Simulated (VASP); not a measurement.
Here is the system:

```
TlCl
1.0
    3.75785     0.00000     0.00000
    0.00000     3.75785     0.00000
    0.00000     0.00000     3.75785
Tl Cl
1 1
Direct
  0.00000   0.00000   0.00000
  0.50000   0.50000   0.50000
```

Level of theory: optB88-vdW, VASP's PBE PAW potentials (set 64) (plane waves; VASP). Settings: 520 eV cut-off, 7×7×7 Γ-centred mesh, Gaussian smearing of 0.050 eV, potentials Tl_d Cl.

Question: Estimate the energy per atom (σ→0), pressure.

Answer: 
```yaml
energy per atom (σ→0): -0.688 eV/atom
pressure: 2.00 GPa
```

Only differences to runs with the same potentials and settings are physical.

The compound is TlCl in the CsCl type structure. This cell is one point of a volume scan, at 0.94 of the reference volume.
